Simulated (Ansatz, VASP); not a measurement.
# Cross-check of Ni8Cl (Ni(100)-(2x1)-Cl, hollow site) between VASP and Ansatz

One calculation is typed for both programs; each brings its own data sets. How far apart do they land? The cell is taken from a series of runs on this material, whose earlier steps may have relaxed, scaled, displaced or heated it; both programs get it as it stands.

Calculated with Ansatz 0.2.0; plane waves, with VASP 6.6.1 beside it; single point at LDA.

## Step 1: The starting structure

The cell holds 9 atoms: 8 Ni and 1 Cl. Cell: a = 4.978 Å, b = 2.489 Å, c = 23.768 Å, α = 90.0°, β = 90.0°, γ = 90.0°. Vacuum lies along c.

## Step 2: Ansatz: single point, LDA

Ansatz runs on its default PAW (the set named soft_2) files.

A single point gives forces, pressure and levels at one fixed geometry, so differences don't come from the geometry; what else differs is listed under the comparison.

Input file input.yaml:

```yaml
crystal:
  lattice:
    - [4.9780317396, 0.0, 0.0]
    - [0.0, 2.4890158698, 0.0]
    - [0.0, 0.0, 23.7680537625]
  atoms:
    - { symbol: Ni, position: [0.25, 0.5, 0.3576228868], spin: 0.7 }
    - { symbol: Ni, position: [0.75, 0.5, 0.3576228868], spin: 0.7 }
    - { symbol: Ni, position: [0.0, 0.0, 0.431671861], spin: 0.7 }
    - { symbol: Ni, position: [0.5, 0.0, 0.431671861], spin: 0.7 }
    - { symbol: Ni, position: [0.25, 0.5, 0.4996660083], spin: 0.7 }
    - { symbol: Ni, position: [0.75, 0.5, 0.5024679209], spin: 0.7 }
    - { symbol: Ni, position: [-0.0042098181, 0.0, 0.5710327934], spin: 0.7 }
    - { symbol: Ni, position: [0.5042098181, 0.0, 0.5710327934], spin: 0.7 }
    - { symbol: Cl, position: [0.25, 0.5, 0.6331345956] }
magnetization:
  spin_polarized: true
kpoints:
  mp_grid: { grid: [12, 24, 1] }
hamiltonian:
  xc: lda
scf:
  occupations: { method: fermi_dirac, width: 0.05 }
  convergence: { dr2_threshold: 1.0e-09 }
  n_extra_bands: 20
efield:
  axis: 3
  dipole_correction: true
  ramp_position: 0.97
  ramp_width: 0.06
output:
  band_densities:
    - { e_range: [-0.3, 0] }
    - { e_range: [-1.0, 0] }
    - { e_range: [-2.0, 0] }
    - { e_range: [0, 0.3] }
    - { e_range: [0, 1.0] }
    - { e_range: [0, 2.0] }
    - { e_range: [-2.0, -1.8] }
    - { e_range: [-1.8, -1.6] }
    - { e_range: [-1.6, -1.4] }
    - { e_range: [-1.4, -1.2] }
    - { e_range: [-1.2, -1.0] }
    - { e_range: [-1.0, -0.8] }
    - { e_range: [-0.8, -0.6] }
    - { e_range: [-0.6, -0.4] }
    - { e_range: [-0.4, -0.2] }
    - { e_range: [-0.2, 0.0] }
    - { e_range: [0.0, 0.2] }
    - { e_range: [0.2, 0.4] }
    - { e_range: [0.4, 0.6] }
    - { e_range: [0.6, 0.8] }
    - { e_range: [0.8, 1.0] }
    - { e_range: [1.0, 1.2] }
    - { e_range: [1.2, 1.4] }
    - { e_range: [1.4, 1.6] }
    - { e_range: [1.6, 1.8] }
    - { e_range: [1.8, 2.0] }
  band_residual_tolerance: 0.0001
  dos: { projected: true, e_range: [-5, 4] }
  write_potential: true
  write_density: true
  volumetric_format: npy
```

The run is started by

```
$ ansatz run input.yaml --threads 4 --pin off --max-ram 6144MiB --backend cpu --events-out ev --progress --plain --runs-dir out
```

Numbers of over 12 decimals in the logs are rounded to 6 here.

Log:

```text
scf.n_extra_bands = 20 over 76 filled bands (N_el = 151.0): the run solves 96 bands
Engine: ansatz 0.2.0, aarch64-unknown-linux-gnu
Pseudopotentials: kind: paw
Pseudopotential: Ni, paw, valence charge 18, recommended cutoff 420 eV (normal), Ni.paw.azcp
Pseudopotential: Cl, paw, valence charge 7, recommended cutoff 420 eV (normal), Cl.paw.azcp
Functional definition: SPW92
  exchange = slater_x
  correlation = pw_c
Crystal: 9 atoms, lattice volume = 294.496 Å³
Basis set: ecut = 420 eV, 5759 PW (Γ)
Bands: 96, of which v1, the nominal top of the filled ones, is band 76 counted from 1 (75 counted from 0)
Symmetry: 4 space group operations
k-points: 91 of 288
Non-local potential: Ni, projectors of the file, l = 0: 3, l = 1: 2, l = 2: 3, l = 3: 1
Non-local potential: Cl, projectors of the file, l = 0: 2, l = 1: 2, l = 2: 2
PAW form: soft (Blöchl's): semilocal exchange-correlation on the pseudo side does not see the compensation charge
PAW frozen core: Ni, regenerated for the run's functional, and the local potential with it (the file was generated under x = pbe(κ = 0.804, μ = 0.219515), c = pbe(β = 0.066725))
PAW frozen core: Cl, regenerated for the run's functional, and the local potential with it (the file was generated under x = pbe(κ = 0.804, μ = 0.219515), c = pbe(β = 0.066725))
PAW one-centre angular grid: Ni, 590 points (default); XC on 64 Gauss nodes
PAW one-centre angular grid: Cl, 110 points (default); XC on 64 Gauss nodes
Initial density: superposition of atomic densities (neutral atoms: chi_scale 0, normalization atom)
Starting moments: Σ|m| = 5.6 μB on 8 of 9 sites
Initial wavefunctions: pseudopotential atomic-orbital guess
Functional: x = slater, c = lda
SCF iter   1: F=—  HF=-47219.407808 eV  |F-HF|=—  |Δ(HF+E_count)|=         —  Δρ=3.18e-2 (↑1.73e-2 ↓3.18e-2)  dr2=2.15e1  dr2_m=6.04e-1  M=6.001 μB ∫|m|=6.258 μB  β_m=1.00  ethr=3.10e-3  p=0.000 e·Å  D=8.04e-7 V/Å  ΔV_dip=-0.00 eV  dr2_dipole=2.87e0  V_vac-E_F(+/−)=7.12/7.12 eV  ⟨swp⟩=10.9  Hψ=98058  notcnv=0  defer=785
Mixer restart at iter 1: flushing history
efield: sawtooth ramp at fractional position 0.9700 (set: `efield.ramp_position`, or a place that a band, a saddle search or an elastic batch's reference lends), width 0.0600; the density the first Hamiltonian is built on has a dipole p = 0.000 e·Å; the dipole correction subtracts the counter field D = 8.04e-7 V/Å, which shifts the + side's vacuum level by -0.00 eV against the − side's; the planar-averaged density in the ramp window peaks in size at 1.3e-5 e/Å³
preconditioner: auto → LDOS  [metal: Δε(μ)=0.001 eV  Ē_g=8.172 eV  σ=0.050 eV  W_gap=0.00  n_scr=48 (ndim 8)  ℏωp=20.2 eV  f_vac=0.612  D(μ)=14.68/eV (n_scr^D=144)]
spin=Collinear: LDOS preconditioning applied to the charge; magnetization (m = ρ↑ − ρ↓) channel mixes plain (no charge-response kernel on spin).
SCF iter   2: F=—  HF=-47219.483252 eV  |F-HF|=—  |Δ(HF+E_count)|=   7.54e-2  Δρ=1.85e-2 (↑1.63e-2 ↓1.85e-2)  dr2=6.53e0  dr2_m=1.51e-2  M=5.656 μB ∫|m|=6.095 μB  β_m=0.30  ethr=3.10e-3  p=0.025 e·Å  D=1.53e-2 V/Å  ΔV_dip=-0.36 eV  dr2_dipole=1.16e0  V_vac-E_F(+/−)=6.00/6.36 eV  ⟨swp⟩=2.6  Hψ=29835  notcnv=0  defer=1755
density mixer auto → msr1: a metal under ldos (density of states about μ 3.42 of a free-electron gas's, 48 screened modes)
SCF iter   3: F=—  HF=-47222.989674 eV  |F-HF|=—  |Δ(HF+E_count)|=    3.51e0  Δρ=8.75e-3 (↑6.65e-3 ↓8.75e-3)  dr2=1.97e0  dr2_m=3.62e-2  M=5.623 μB ∫|m|=6.073 μB  β_m=0.40  ethr=3.10e-3  p=0.038 e·Å  D=2.32e-2 V/Å  ΔV_dip=-0.55 eV  dr2_dipole=5.00e-1  V_vac-E_F(+/−)=5.44/5.99 eV  ⟨swp⟩=2.8  Hψ=27232  notcnv=0  defer=1823
SCF iter   4: F=—  HF=-47226.599035 eV  |F-HF|=—  |Δ(HF+E_count)|=    3.61e0  Δρ=1.05e-2 (↑4.37e-3 ↓1.05e-2)  dr2=2.76e-1  dr2_m=9.86e-2  M=5.262 μB ∫|m|=5.777 μB  β_m=0.70  ethr=1.30e-3  p=0.055 e·Å  D=3.36e-2 V/Å  ΔV_dip=-0.80 eV  dr2_dipole=1.69e-2  V_vac-E_F(+/−)=4.78/5.57 eV  ⟨swp⟩=2.9  Hψ=24419  notcnv=0  defer=1756
SCF iter   5: F=—  HF=-47227.782875 eV  |F-HF|=—  |Δ(HF+E_count)|=    1.18e0  Δρ=5.87e-3 (↑2.57e-3 ↓5.87e-3)  dr2=1.15e-1  dr2_m=1.30e-2  M=4.939 μB ∫|m|=5.444 μB  β_m=0.72  ethr=1.82e-4  p=0.048 e·Å  D=2.93e-2 V/Å  ΔV_dip=-0.70 eV  dr2_dipole=2.31e-3  V_vac-E_F(+/−)=4.66/5.35 eV  ⟨swp⟩=3.4  Hψ=36633  notcnv=0  defer=1808
SCF iter   6: F=—  HF=-47227.784677 eV  |F-HF|=—  |Δ(HF+E_count)|=   1.80e-3  Δρ=4.48e-3 (↑1.95e-3 ↓4.48e-3)  dr2=7.12e-2  dr2_m=5.35e-3  M=4.888 μB ∫|m|=5.385 μB  β_m=0.61  ethr=7.65e-5  p=0.047 e·Å  D=2.90e-2 V/Å  ΔV_dip=-0.69 eV  dr2_dipole=7.19e-4  V_vac-E_F(+/−)=4.71/5.40 eV  ⟨swp⟩=2.5  Hψ=31941  notcnv=0  defer=1808
[...]
SCF converged after 18 iterations
Magnetization: 4.8819 μB (77.9410 up, 73.0590 down)
Absolute magnetization: 5.3870 μB (∫|ρ↑−ρ↓|, with the PAW one-centre terms)
Spin contamination: 0.0472 ħ² per cell (⟨S²⟩ above its minimum at these occupations)
Per-site moments (μB) at R_I (Å): [(0.738688, 1.026719), (0.736113, 1.026719), (0.658652, 0.985637), (0.658652, 0.985637), (0.709446, 0.985637), (0.602808, 0.984973), (0.476560, 0.952231), (0.476560, 0.952231), (0.038239, 0.952231)]
Free energy (F): -47227.778653 eV
Harris-Foulkes:  -47227.778653 eV  (|F-HF|=8.73e-11)
Internal energy: -47227.659868 eV  (E = F + TS)
E sigma→0 (E₀):  -47227.719261 eV
Entropy (-TS):   -0.118785 eV (-13.198 meV/atom)
Fermi energy:    2.546966 eV
Dipole field:    D = 0.024302 V/Å  (p = 0.039552 e·Å, saw-weighted, corrected)
Work function:   Φ+ = 4.6908 eV   Φ− = 5.2685 eV
Levels:          The Fermi level and band energies are counted from a zero that moves with the ramp; work functions are not
--- Per-component energies (eV) ---
  E_band       = -4521.633669
  E_kinetic    = 2430.708148
  E_local      = -353432.196042  (includes V_loc(G=0)·N_el)
  E_nonlocal   = 5155.120358
  E_hartree    = 173269.014629
  E_xc         = -779.752302
  E_vxc        = -993.688978  (∫ρ·V_xc dr)
  E_paw        = -13140.839551  (= ΣΔE_a)
  E_vpaw       = -4221.957492  (= ΣTr[D̂ρ^β])
  E_aug_tail   = 0.003914  (compensation charges beyond the density's cutoff)
  E_efield     = 0.000481  (sawtooth field / dipole correction)
  E_vefield    = 2.344868  (∫n·V_field dr)
  E_ewald      = 139266.617042
  E_core_change = 3.663455  (= ΣΔE_core)
  E_smearing   = -0.118785  (= −TS)
  E_closure    = 0.000000  (closes the sum)
  Σ components = -47227.778653   (vs F -47227.778653, Δ=0.00e0)
--- Band table (eV; the first three rows and the last of 182) ---
  k-point 0 ↑: bands = [... 72 lower, 1.8464, 1.9401, 1.9714, 2.0303, 2.0445, 2.0667, 2.7558, 3.1062, ... 16 higher]
  k-point 1 ↑: bands = [... 72 lower, 1.8933, 1.9310, 1.9667, 1.9706, 2.0260, 2.1003, 2.8745, 3.0796, ... 16 higher]
  k-point 2 ↑: bands = [... 72 lower, 1.8376, 1.8869, 1.9848, 2.0290, 2.0531, 2.1371, 2.6908, 3.1626, ... 16 higher]
  k-point 90 ↓: bands = [... 72 lower, 2.6824, 2.6939, 2.8187, 2.9551, 4.7416, 4.7555, 4.9514, 5.0695, ... 16 higher]
--- Band densities, each state counted as filled ---
  window                                       electrons  max residual (eV)  cut levels
  e_range: [-0.3, 0]                 0.690972 + 3.649306             3.1e-6           0
  e_range: [-1, 0]                  9.715278 + 11.420139             3.1e-6           0
  e_range: [-2, 0]                 20.222222 + 21.496528             3.1e-6           0
  e_range: [0, 0.3]                  0.468750 + 4.163194             6.6e-6           0
  e_range: [0, 1]                    1.548611 + 6.038194             4.7e-5           0
  e_range: [0, 2]                    2.753472 + 7.395833             4.9e-5           0
  e_range: [-2, -1.8]                1.326389 + 2.079861             2.9e-6           0
  e_range: [-1.8, -1.6]              2.173611 + 2.392361             2.9e-6           0
  e_range: [-1.6, -1.4]              2.045139 + 1.923611             2.9e-6           0
  e_range: [-1.4, -1.2]              2.541667 + 1.430556             2.9e-6           0
  e_range: [-1.2, -1]                2.420139 + 2.250000             2.9e-6           0
  e_range: [-1, -0.8]                2.725694 + 2.194444             2.9e-6           0
  e_range: [-0.8, -0.6]              2.934028 + 2.149306             2.9e-6           0
  e_range: [-0.6, -0.4]              2.927083 + 2.281250             3.0e-6           0
  e_range: [-0.4, -0.2]              0.736111 + 2.447917             3.0e-6           0
  e_range: [-0.2, 0]                 0.392361 + 2.347222             3.1e-6           0
  e_range: [0, 0.2]                  0.319444 + 2.836806             6.6e-6           0
  e_range: [0.2, 0.4]                0.361111 + 1.850694             6.6e-6           0
  e_range: [0.4, 0.6]                0.312500 + 0.569444             4.1e-5           0
  e_range: [0.6, 0.8]                0.274306 + 0.322917             4.7e-5           0
  e_range: [0.8, 1]                  0.281250 + 0.458333             3.7e-5           0
  e_range: [1, 1.2]                  0.190972 + 0.225694             4.5e-5           0
  e_range: [1.2, 1.4]                0.284722 + 0.298611             3.7e-5           0
  e_range: [1.4, 1.6]                0.263889 + 0.302083             4.6e-5           0
  e_range: [1.6, 1.8]                0.218750 + 0.250000             4.9e-5           0
  e_range: [1.8, 2]                  0.246528 + 0.281250             3.9e-5           0
```

Reading the cycles: dr2 is the Hartree energy of the density residual (eV), the measure of convergence; HF is the Harris–Foulkes estimate of the energy, which meets the free energy F at convergence.

[end of part 1 of 2]

[Lines on the potential files, build, host, timing and source positions are cut from VASP's logs without a mark.]

[Logs are printed without paths, hosts, clocks, repeated set-up lines and the standing remarks that a program may print on its own settings, such as how far it seeks lower states.]

[Hosts, paths, dates, database ids (printed as entryN), source tags and the programs' standing remarks are cut or masked in the printed files.]
